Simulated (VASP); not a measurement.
# TiPt3 with r2SCAN: from relaxation to properties, part 3 of 4

What structure does TiPt3 take at this level, and what are its properties? The start is a cell from a database of measured crystal structures.

VASP 6.6.1; r2SCAN; plane waves and PAW (Ti_sv, Pt).

So far. Step 4 (Density, ELF and potential (r2SCAN)): In this run the pressure is -0.07 GPa, small enough to go on. Step 5 (Band structure (r2SCAN)): There is no gap at this level.

The database entry behind the starting cell is an old determination (1943), so it need not match the best structure at ambient conditions.

### Step 6. Total and projected DOS (r2SCAN)

A density of states needs more k-points than a total energy; ISMEAR = -5 takes tetrahedra, and LORBIT projects the states on the PAW spheres. The mesh is finer than in the run before.

INCAR

```
SYSTEM = TiPt3
PREC = Accurate
ENCUT = 400
EDIFF = 1E-06
NELM = 100
ISMEAR = -5
SIGMA = 0.2
LREAL = .FALSE.
ALGO = Normal
METAGGA = R2SCAN
LASPH = .TRUE.
NBANDS = 35
LORBIT = 11
LWAVE = .FALSE.
LCHARG = .FALSE.
KPAR = 4
NEDOS = 2001
```

POSCAR

```
TiPt3
1.0
    3.9242151558      0.0000000000      0.0000000000
    0.0000000000      3.9242151558      0.0000000000
    0.0000000000      0.0000000000      3.9242151558
Ti Pt
1 3
Direct
    0.0000000000      0.0000000000      0.0000000000
    0.0000000000      0.5000000000      0.5000000000
    0.5000000000      0.0000000000      0.5000000000
    0.5000000000      0.5000000000      0.0000000000
```

KPOINTS

```
Automatic mesh
0
Gamma
10 10 10
0 0 0
```

Potentials, in the order of the species: Ti_sv and Pt (PBE family, release 64).

Started as:

```
$ mpirun -np 4 vasp_std
```

The log of the run:

```text
[... set-up lines as in an earlier step ...]
 entering main loop
       N       E                     dE             d eps       ncg     rms          rms(c)
DAV:   1     0.175528391445E+03    0.17553E+03   -0.17514E+04  3920   0.110E+03
DAV:   2    -0.165504356877E+03   -0.34103E+03   -0.31934E+03  4036   0.315E+02
DAV:   3    -0.185706776263E+03   -0.20202E+02   -0.19563E+02  4788   0.793E+01
DAV:   4    -0.186306446588E+03   -0.59967E+00   -0.59669E+00  4804   0.126E+01
DAV:   5    -0.186322954472E+03   -0.16508E-01   -0.16500E-01  4641   0.215E+00    0.227E+01
DAV:   6    -0.171227465140E+03    0.15095E+02   -0.95562E+00  4160   0.307E+01    0.891E+00
DAV:   7    -0.171722687351E+03   -0.49522E+00   -0.62506E+00  4785   0.150E+01    0.867E+00
DAV:   8    -0.171125699113E+03    0.59699E+00   -0.15336E+00  4839   0.764E+00    0.342E+00
DAV:   9    -0.171149609772E+03   -0.23911E-01   -0.72738E-02  4554   0.185E+00    0.774E-01
DAV:  10    -0.171143022228E+03    0.65875E-02   -0.61597E-02  4332   0.163E+00    0.405E-01
DAV:  11    -0.171141334186E+03    0.16880E-02   -0.12699E-02  4889   0.580E-01    0.103E-01
DAV:  12    -0.171141006267E+03    0.32792E-03   -0.12555E-03  4609   0.190E-01    0.564E-02
DAV:  13    -0.171140964153E+03    0.42114E-04   -0.21409E-04  4932   0.937E-02    0.153E-02
DAV:  14    -0.171140962235E+03    0.19183E-05   -0.34892E-05  4629   0.313E-02    0.988E-03
DAV:  15    -0.171140956242E+03    0.59927E-05   -0.71829E-06  4047   0.145E-02    0.608E-04
DAV:  16    -0.171140956073E+03    0.16907E-06   -0.21504E-07  2398   0.311E-03
   1 F= -.17114096E+03 E0= -.17114096E+03  d E =0.000000E+00
 -----------------------------------------------------------------------------
|                                                                             |
|           W    W    AA    RRRRR   N    N  II  N    N   GGGG   !!!           |
|           W    W   A  A   R    R  NN   N  II  NN   N  G    G  !!!           |
|           W    W  A    A  R    R  N N  N  II  N N  N  G       !!!           |
|           W WW W  AAAAAA  RRRRR   N  N N  II  N  N N  G  GGG   !            |
|           WW  WW  A    A  R   R   N   NN  II  N   NN  G    G                |
|           W    W  A    A  R    R  N    N  II  N    N   GGGG   !!!           |
|                                                                             |
|     Tetrahedron method does not include variations of the Fermi             |
|     occupations, so forces and stress will be inaccurate. We suggest        |
|     using a different smearing scheme ISMEAR = 1 or 2 for metals in         |
|     relaxations.                                                            |
|                                                                             |
 -----------------------------------------------------------------------------
```

Elapsed: 84 s, on 4 MPI ranks of AMD EPYC 7R43, shared host; peak memory 0.7 GiB; 5.5 min of CPU time.

From OUTCAR (step 6):

```text
   k-points           NKPTS =     56   k-points in BZ     NKDIM =     56   number of bands    NBANDS=     35

   NELECT =      42.0000    total number of electrons

 E-fermi :  11.4073

 k-point     1 :       0.0000    0.0000    0.0000
  band No.  band energies     occupation
    ...
     16       9.6121      2.00000
     17      10.7879      2.00000
     18      11.4042      2.00000
     19      11.4042      2.00000
     20      11.4042      2.00000
     21      12.8233      0.00000
     22      12.8233      0.00000
     23      13.0056      0.00000
     24      13.0056      0.00000
     25      13.0056      0.00000
    ...

  Total       -0.0090135     -0.0090135     -0.0090135     -0.0000000      0.0000000     -0.0000000
  in kB       -0.2389719     -0.2389719     -0.2389719     -0.0000000      0.0000000     -0.0000000
  external PRESSURE =      -0.2389719 kB  Pullay stress =       0.0000000 kB

  FREE ENERGIE OF THE ION-ELECTRON SYSTEM (eV)
  ---------------------------------------------------
  free  energy   TOTEN  =      -171.1409560728 eV

  energy  without entropy=     -171.1409560728  energy(sigma->0) =     -171.14095607

[... 7 parts as in an earlier step ...]

[... 10 further parts left out ...]
```

With tetrahedra the forces and stress of a metal are not exact derivatives of the energy.

Numbers from this step:

```
irreducible k-points   : 56
free energy (TOTEN)    : -171.1410 eV
Fermi energy           : 11.41 eV
pressure               : -0.02390 GPa
DOS at the Fermi level : 0.8970 states/eV/cell
```

The density of states has structure finer than the step of the table below, so its rows give means over 0.5 eV, whole bins alone (the curve runs from -12.0 to 1.52 eV). Peaks (eV: height): total -3.60: 9.56, -2.57: 8.06, 0.50: 10.3, 1.01: 8.18; Pt d -6.33: 4.77, -4.62: 5.16, -3.60: 7.70, -2.57: 6.61; Ti d 0.50: 6.09, 0.84: 4.20; Pt p -4.28: 0.460, -2.57: 0.382, -1.72: 0.666, 0.33: 0.433; Pt s -7.61: 0.717, -6.67: 0.923, -4.19: 0.171, 1.01: 0.268.

States under -12.0 eV and over 1.5 eV are left out. Table of density of states by energy, zero at the Fermi level; means over each step; values in states/eV/cell:

```csv
energy (eV),total,Pt d,Ti d,Pt p,Pt s,Ti s
-11.0,0,0,0,0,0,0
-10.5,0.0183,1.3e-4,0,1.6e-4,0.0123,0.00104
-10.0,0.166,0.00180,0,0.00405,0.109,0.00889
-9.5,0.279,0.00650,1.8e-4,0.0119,0.175,0.0134
-9.0,0.405,0.0199,7.2e-4,0.0238,0.241,0.0164
-8.5,0.608,0.0586,0.00242,0.0421,0.337,0.0181
-8.0,0.968,0.177,0.00900,0.0673,0.479,0.0166
-7.5,1.56,0.635,0.0446,0.0664,0.539,0.0109
-7.0,3.19,1.76,0.122,0.140,0.556,0.0673
-6.5,6.57,4.44,0.228,0.250,0.617,0.0994
-6.0,5.29,4.09,0.164,0.222,0.171,0.0425
-5.5,4.36,3.33,0.128,0.260,0.0699,0.0196
-5.0,4.73,3.71,0.134,0.258,0.0633,0.0110
-4.5,5.99,4.59,0.222,0.376,0.136,0.0101
-4.0,4.57,3.44,0.186,0.303,0.135,0.00667
-3.5,7.12,5.56,0.503,0.295,0.147,0.00726
-3.0,5.40,4.27,0.343,0.273,0.0906,0.00458
-2.5,5.66,4.57,0.293,0.304,0.0717,0.00501
-2.0,3.89,2.66,0.357,0.391,0.0692,0.0237
-1.5,3.10,1.82,0.406,0.429,0.0527,0.0306
-1.0,2.06,1.63,0.135,0.133,0.0173,0.00631
-0.5,1.85,1.56,0.124,0.0715,0.0109,0.00258
0.0,1.49,0.518,0.737,0.0814,0.0107,0.00113
0.5,7.71,1.91,4.66,0.304,0.0615,0.00880
1.0,6.54,2.25,3.42,0.186,0.188,0.00677
```

The finer mesh and the other smearing move the Fermi level by -0.03 eV from the 7×7×7 run, a small shift, which tests the Fermi level alone. Of the states within 0.3 eV of the Fermi level, the largest shares in the PAW spheres are Ti d 50 %, Pt d 35 % and Pt p 5 %. The rest lies in smaller channels or between the spheres.

### Step 7. Volume scan with r2SCAN

An equation of state needs energies on both sides of the minimum, all on one mesh and cutoff.

INCAR

```
SYSTEM = TiPt3
PREC = Accurate
ENCUT = 400
EDIFF = 1E-06
NELM = 100
ISMEAR = 1
SIGMA = 0.2
LREAL = .FALSE.
ALGO = Normal
METAGGA = R2SCAN
LASPH = .TRUE.
NBANDS = 27
LORBIT = 11
LWAVE = .FALSE.
LCHARG = .FALSE.
KPAR = 4
ISIF = 2
```

POSCAR

```
TiPt3
1.0
    3.8441066542      0.0000000000      0.0000000000
    0.0000000000      3.8441066542      0.0000000000
    0.0000000000      0.0000000000      3.8441066542
Ti Pt
1 3
Direct
    0.0000000000      0.0000000000      0.0000000000
    0.0000000000      0.5000000000      0.5000000000
    0.5000000000      0.0000000000      0.5000000000
    0.5000000000      0.5000000000      0.0000000000
```

KPOINTS

```
Automatic mesh
0
Gamma
7 7 7
0 0 0
```

Started as:

```
$ mpirun -np 4 vasp_std
```

The log of the run:

```text
[... set-up lines as in an earlier step ...]
 entering main loop
       N       E                     dE             d eps       ncg     rms          rms(c)
DAV:   1     0.197685817084E+03    0.19769E+03   -0.18497E+04  1080   0.146E+03
DAV:   2    -0.157850099877E+03   -0.35554E+03   -0.34259E+03  1135   0.398E+02
DAV:   3    -0.184592442282E+03   -0.26742E+02   -0.25487E+02  1417   0.102E+02
DAV:   4    -0.185524227973E+03   -0.93179E+00   -0.92597E+00  1359   0.185E+01
DAV:   5    -0.185550788841E+03   -0.26561E-01   -0.26554E-01  1387   0.312E+00    0.264E+01
DAV:   6    -0.170988153355E+03    0.14563E+02   -0.14493E+01  1282   0.387E+01    0.101E+01
DAV:   7    -0.171446101010E+03   -0.45795E+00   -0.59072E+00  1491   0.171E+01    0.918E+00
DAV:   8    -0.170915570748E+03    0.53053E+00   -0.21064E+00  1441   0.996E+00    0.348E+00
DAV:   9    -0.170925541248E+03   -0.99705E-02   -0.82642E-02  1217   0.221E+00    0.411E-01
DAV:  10    -0.170925378248E+03    0.16300E-03   -0.12896E-02  1373   0.989E-01    0.202E-01
DAV:  11    -0.170924985149E+03    0.39310E-03   -0.35079E-03  1473   0.392E-01    0.679E-02
DAV:  12    -0.170924983452E+03    0.16973E-05   -0.45764E-04  1357   0.135E-01    0.484E-02
DAV:  13    -0.170924972572E+03    0.10880E-04   -0.10340E-04  1486   0.698E-02    0.626E-03
DAV:  14    -0.170924974900E+03   -0.23275E-05   -0.87954E-06  1276   0.213E-02    0.101E-02
DAV:  15    -0.170924972953E+03    0.19465E-05   -0.54483E-06  1073   0.160E-02    0.165E-03
DAV:  16    -0.170924973143E+03   -0.19010E-06   -0.31538E-07   623   0.447E-03
   1 F= -.17092497E+03 E0= -.17092848E+03  d E =0.105185E-01
```

Elapsed: 30 s, on 4 MPI ranks; peak memory 0.56 GiB.

From OUTCAR (step 7):

```text
   ENCUT  =  400.0 eV  29.40 Ry    5.42 a.u.   6.27  6.27  6.27*2*pi/ulx,y,z

   NELECT =      42.0000    total number of electrons

 E-fermi :  12.5884

 k-point     1 :       0.0000    0.0000    0.0000
  band No.  band energies     occupation
    ...
     16      10.6173      2.00000
     17      11.9321      2.00004
     18      12.5983      0.91582
     19      12.5983      0.91582
     20      12.5983      0.91582
     21      14.1213     -0.00000
     22      14.1213     -0.00000
     23      14.1324     -0.00000
     24      14.1324     -0.00000
     25      14.1324     -0.00000
    ...

  Total        6.6082261      6.6082261      6.6082261     -0.0000000     -0.0000000      0.0000000
  in kB      186.3842406    186.3842406    186.3842406     -0.0000000     -0.0000000      0.0000000
  external PRESSURE =     186.3842406 kB  Pullay stress =       0.0000000 kB

 POSITION                                       TOTAL-FORCE (eV/Angst)
 -----------------------------------------------------------------------------------
      0.00000      0.00000      0.00000         0.000000      0.000000      0.000000
      0.00000      1.92205      1.92205         0.000000      0.000000      0.000000
      1.92205      0.00000      1.92205         0.000000      0.000000      0.000000
      1.92205      1.92205      0.00000         0.000000      0.000000      0.000000
 -----------------------------------------------------------------------------------
    total drift:                                0.000000      0.000000      0.000000

  FREE ENERGIE OF THE ION-ELECTRON SYSTEM (eV)
  ---------------------------------------------------
  free  energy   TOTEN  =      -170.9249731432 eV

  energy  without entropy=     -170.9354916155  energy(sigma->0) =     -170.92847930

[... 4 parts as in an earlier step ...]

[... 12 further parts left out ...]
```

The scan keeps the cell's shape and the fractional positions fixed.

This step gave:

| Item | Value |
| --- | --- |
| bands | 27 |
| irreducible k-points | 20 |
| free energy (TOTEN) | -170.9250 eV |
| energy at zero smearing | -170.9285 eV |
| Fermi energy | 12.59 eV |
| pressure | 18.64 GPa |

The pressure here is 18.64 GPa.

### Step 8. Volume scan with r2SCAN (run 2)

INCAR is that of step 7.

POSCAR

```
TiPt3
1.0
    3.8711787198      0.0000000000      0.0000000000
    0.0000000000      3.8711787198      0.0000000000
    0.0000000000      0.0000000000      3.8711787198
Ti Pt
1 3
Direct
    0.0000000000      0.0000000000      0.0000000000
    0.0000000000      0.5000000000      0.5000000000
    0.5000000000      0.0000000000      0.5000000000
    0.5000000000      0.5000000000      0.0000000000
```

KPOINTS is that of step 7.

Started as:

```
$ mpirun -np 4 vasp_std
```

The log of the run:

```text
[... set-up lines as in an earlier step ...]
 entering main loop
       N       E                     dE             d eps       ncg     rms          rms(c)
DAV:   1     0.190740850988E+03    0.19074E+03   -0.18630E+04  1080   0.143E+03
DAV:   2    -0.157886639598E+03   -0.34863E+03   -0.33525E+03  1150   0.394E+02
DAV:   3    -0.184965839813E+03   -0.27079E+02   -0.26043E+02  1473   0.102E+02
DAV:   4    -0.185832465778E+03   -0.86663E+00   -0.86099E+00  1356   0.175E+01
DAV:   5    -0.185861563526E+03   -0.29098E-01   -0.29086E-01  1373   0.318E+00    0.250E+01
DAV:   6    -0.171104807106E+03    0.14757E+02   -0.15129E+01  1309   0.391E+01    0.960E+00
DAV:   7    -0.171594684900E+03   -0.48988E+00   -0.65797E+00  1510   0.177E+01    0.905E+00
DAV:   8    -0.171027018716E+03    0.56767E+00   -0.21258E+00  1441   0.982E+00    0.349E+00
DAV:   9    -0.171043967694E+03   -0.16949E-01   -0.80608E-02  1226   0.226E+00    0.596E-01
DAV:  10    -0.171042213572E+03    0.17541E-02   -0.36342E-02  1350   0.158E+00    0.324E-01
DAV:  11    -0.171040980007E+03    0.12336E-02   -0.79560E-03  1472   0.559E-01    0.760E-02
DAV:  12    -0.171040982733E+03   -0.27263E-05   -0.51232E-04  1356   0.150E-01    0.495E-02
DAV:  13    -0.171040973339E+03    0.93944E-05   -0.15455E-04  1468   0.903E-02    0.118E-02
DAV:  14    -0.171040975017E+03   -0.16783E-05   -0.22577E-05  1341   0.324E-02    0.864E-03
DAV:  15    -0.171040973470E+03    0.15474E-05   -0.25710E-06   895   0.110E-02    0.410E-03
DAV:  16    -0.171040973276E+03    0.19349E-06   -0.10736E-06   859   0.719E-03
   1 F= -.17104097E+03 E0= -.17104463E+03  d E =0.109703E-01
```

Wall time 30 s (4 MPI ranks); peak memory 0.55 GiB; 1.9 min of CPU time.

From OUTCAR (step 8):

```text
   ENCUT  =  400.0 eV  29.40 Ry    5.42 a.u.   6.31  6.31  6.31*2*pi/ulx,y,z

   NELECT =      42.0000    total number of electrons

 E-fermi :  12.1871

 k-point     1 :       0.0000    0.0000    0.0000
  band No.  band energies     occupation
    ...
     16      10.2674      2.00000
     17      11.5333      2.00004
     18      12.1817      1.04556
     19      12.1817      1.04556
     20      12.1817      1.04556
     21      13.6745     -0.00000
     22      13.6745     -0.00000
     23      13.7385     -0.00000
     24      13.7385     -0.00000
     25      13.7385     -0.00000
    ...

  Total        4.2166171      4.2166171      4.2166171      0.0000000     -0.0000000      0.0000000
  in kB      116.4514981    116.4514981    116.4514981      0.0000000     -0.0000000      0.0000000
  external PRESSURE =     116.4514981 kB  Pullay stress =       0.0000000 kB

 POSITION                                       TOTAL-FORCE (eV/Angst)
 -----------------------------------------------------------------------------------
      0.00000      0.00000      0.00000         0.000000      0.000000      0.000000
      0.00000      1.93559      1.93559         0.000000      0.000000      0.000000
      1.93559      0.00000      1.93559         0.000000      0.000000      0.000000
      1.93559      1.93559      0.00000         0.000000      0.000000      0.000000
 -----------------------------------------------------------------------------------
    total drift:                                0.000000      0.000000      0.000000

  FREE ENERGIE OF THE ION-ELECTRON SYSTEM (eV)
  ---------------------------------------------------
  free  energy   TOTEN  =      -171.0409732761 eV

  energy  without entropy=     -171.0519435584  energy(sigma->0) =     -171.04463004

[... 4 parts as in an earlier step ...]

[... 12 further parts left out ...]
```

This step gave:

| Item | Value |
| --- | --- |
| free energy (TOTEN) | -171.0410 eV |
| energy at zero smearing | -171.0446 eV |
| Fermi energy | 12.19 eV |
| pressure | 11.65 GPa |

The pressure falls from 18.64 to 11.65 GPa.

The run ends at a pressure of 11.65 GPa.

### Step 9. Volume scan with r2SCAN (run 3)

INCAR is that of step 8.

POSCAR

```
TiPt3
1.0
    3.8978773478      0.0000000000      0.0000000000
    0.0000000000      3.8978773478      0.0000000000
    0.0000000000      0.0000000000      3.8978773478
Ti Pt
1 3
Direct
    0.0000000000      0.0000000000      0.0000000000
    0.0000000000      0.5000000000      0.5000000000
    0.5000000000      0.0000000000      0.5000000000
    0.5000000000      0.5000000000      0.0000000000
```

KPOINTS is that of step 8.

Started as:

```
$ mpirun -np 4 vasp_std
```

The log of the run:

```text
[... set-up lines as in an earlier step ...]
 entering main loop
       N       E                     dE             d eps       ncg     rms          rms(c)
DAV:   1     0.189341264577E+03    0.18934E+03   -0.18535E+04  1080   0.144E+03
DAV:   2    -0.157700951097E+03   -0.34704E+03   -0.33410E+03  1163   0.391E+02
DAV:   3    -0.185114824335E+03   -0.27414E+02   -0.26419E+02  1422   0.103E+02
DAV:   4    -0.186089952613E+03   -0.97513E+00   -0.97121E+00  1383   0.189E+01
[...]
DAV:  14    -0.171107324552E+03    0.34624E-05   -0.62022E-05  1478   0.497E-02    0.857E-03
DAV:  15    -0.171107322726E+03    0.18261E-05   -0.53909E-06  1126   0.149E-02    0.137E-03
DAV:  16    -0.171107322687E+03    0.38971E-07   -0.36998E-07   615   0.506E-03
   1 F= -.17110732E+03 E0= -.17111117E+03  d E =0.115391E-01
```

It took 29 s on 4 MPI ranks; peak memory 0.56 GiB.

OUTCAR, selected parts (step 9):

```text
  Total        2.0113065      2.0113065      2.0113065     -0.0000000      0.0000000     -0.0000000
  in kB       54.4132093     54.4132093     54.4132093     -0.0000000      0.0000000     -0.0000000
  external PRESSURE =      54.4132093 kB  Pullay stress =       0.0000000 kB

 POSITION                                       TOTAL-FORCE (eV/Angst)
 -----------------------------------------------------------------------------------
      0.00000      0.00000      0.00000         0.000000      0.000000      0.000000
      0.00000      1.94894      1.94894         0.000000      0.000000      0.000000
      1.94894      0.00000      1.94894         0.000000      0.000000      0.000000
      1.94894      1.94894      0.00000         0.000000      0.000000      0.000000
 -----------------------------------------------------------------------------------
    total drift:                                0.000000      0.000000      0.000000

  FREE ENERGIE OF THE ION-ELECTRON SYSTEM (eV)
  ---------------------------------------------------
  free  energy   TOTEN  =      -171.1073226866 eV

  energy  without entropy=     -171.1188618215  energy(sigma->0) =     -171.11116906

[... 1 part as in an earlier step ...]

[... 2 further parts left out ...]
[key lines of the parts left out:]
E-fermi :  11.8022
```

The pressure falls from 11.65 to 5.44 GPa.

The run ends at a pressure of 5.44 GPa.

### Step 10. Volume scan with r2SCAN (run 4)

INCAR is that of step 9.

POSCAR

```
TiPt3
1.0
    3.9242151558      0.0000000000      0.0000000000
    0.0000000000      3.9242151558      0.0000000000
    0.0000000000      0.0000000000      3.9242151558
Ti Pt
1 3
Direct
    0.0000000000      0.0000000000      0.0000000000
    0.0000000000      0.5000000000      0.5000000000
    0.5000000000      0.0000000000      0.5000000000
    0.5000000000      0.5000000000      0.0000000000
```

KPOINTS is that of step 9.

Started as:

```
$ mpirun -np 4 vasp_std
```

The log of the run:

```text
[... set-up lines as in an earlier step ...]
 entering main loop
       N       E                     dE             d eps       ncg     rms          rms(c)
[... 15 cycles as in an earlier step ...]
   1 F= -.17112933E+03 E0= -.17113339E+03  d E =0.121810E-01
```

Wall time 28 s (4 MPI ranks); peak memory 0.54 GiB; 1.8 min of CPU time.

Parts of OUTCAR (step 10):

```text
[... 6 parts as in an earlier step ...]

[... 1 further part left out ...]
[key lines of the parts left out:]
E-fermi :  11.4332
```

The pressure falls from 5.44 to -0.06 GPa, so it vanishes between these two volumes.

(Part 3 of 4 ends here.)

[Lines on the potential files, build, host, timing and source positions are cut from VASP's logs without a mark.]

[Logs are printed without paths, hosts, clocks, repeated set-up lines and the standing remarks that a program may print on its own settings, such as how far it seeks lower states.]

[Hosts, paths, dates, database ids (printed as entryN), source tags and the programs' standing remarks are cut or masked in the printed files.]

[A measured line is paired with the nearest computed mode of its activity, which favours agreement.]
